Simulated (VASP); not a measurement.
LaSb, 2 atoms in the cell. It takes space group Fm-3m (No. 225, cubic). Conventional cell: a = 6.562 Å, b = 6.562 Å, c = 6.562 Å, α = 90.00°, β = 90.00°, γ = 90.00°. Around La (site symmetry m-3m) lie 6 Sb at 3.28 Å. Around Sb (site symmetry m-3m) lie 6 La at 3.28 Å. The cell comes from a database or a generator and needn't be the stable form of this composition.

```yaml
Program: VASP 6.6.1
Task: single point
Functional: r2SCAN
Potentials_or_basis: VASP PAW PBE potentials, release 64 (La, Sb)
Cutoff: 520 eV
k_mesh: 14 × 14 × 14
Occupations: gaussian, width 0.1 eV
Spin: no spin polarisation
Dipole_correction: no
Further_INCAR_settings: ALGO = Normal; EDIFF = 1e-06; NBANDS = 15
```

Potentials or basis: VASP PAW PBE potentials, release 64 (La, Sb).

Launch:

```sh
$ cat potpaw_PBE.64/La/POTCAR potpaw_PBE.64/Sb/POTCAR > POTCAR
$ cp INCAR.step1 INCAR
$ mpirun -np 1 vasp_std > vasp.out
$ cp INCAR.step2 INCAR
$ mpirun -np 1 vasp_std > vasp.out
```

Hardware: 1 thread of Intel(R) Xeon(R) Platinum 8488C (Sapphire Rapids), with other jobs on the host.

How long does it take, and how much memory?

It took 6.7 min on 1 thread of Intel(R) Xeon(R) Platinum 8488C (Sapphire Rapids), on a shared host, peak memory 0.32 GiB. Counts: scf iterations 13, k points 104.
